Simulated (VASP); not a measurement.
An input for Ansatz (written as the equivalent of a VASP run, and not itself run):

Ansatz 0.2 input:
```yaml
crystal:
  lattice:
    - [-1.9047986, 1.9047986, 1.9047986]
    - [1.9047986, -1.9047986, 1.9047986]
    - [1.9047986, 1.9047986, -1.9047986]
  atoms:
    - { symbol: Cs, position: [0.0000000, 0.0000000, 0.0000000] }
kpoints:
  mp_grid: { grid: [13, 13, 13] }
hamiltonian:
  xc: pbesol
  pseudopotentials: { kind: paw }
scf:
  occupations: { method: methfessel_paxton, width: 0.1 }
  max_iter: 100
relax:
  max_steps: 40
  f_tol: 0.02
  cell: { p_target: 30 }
output: { forces: true, stress: true, eigenvalues: true }
```

Task: Write the VASP files for the same calculation (PBEsol).

Result: Several could match; the one computed here: 
POSCAR:
```
Cs
1
   -1.9047985845     1.9047985845     1.9047985845
    1.9047985845    -1.9047985845     1.9047985845
    1.9047985845     1.9047985845    -1.9047985845
Cs
1
Direct
  0.0000000000   0.0000000000   0.0000000000
```

**INCAR**
```
! general
SYSTEM  = Cs
PREC    = Accurate
ENCUT   = 500
LREAL   = F
LASPH   = T

! electronic loop
EDIFF   = 1E-6
NELM    = 100
ALGO    = Normal
LMAXMIX = 4

! smearing
ISMEAR  = 1
SIGMA   = 0.1

! functional
GGA     = PS

! ions
IBRION  = 2
NSW     = 40
ISIF    = 3
EDIFFG  = -0.02
PSTRESS = 300

! output
LWAVE   = F
LCHARG  = F
```

File KPOINTS:
```
kpoints
0
G
 13 13 13
0 0 0
```

POTCAR, in this order: Cs_sv (PBE.64 set). Program: vasp_std.

The two are equivalent in intent, not identical: each code has its own PAW files, so the cut-off isn't converted (ENCUT is set for VASP's; basis.ecutwfc is left out, and Ansatz then takes the one that its files recommend); Ansatz stops its SCF on the density residual and VASP on the energy change (EDIFF).

The compound is Cs in the bcc structure. This run relaxes it under an external pressure of 30 GPa. Symmetry was kept, so distortions that lower it aren't found.
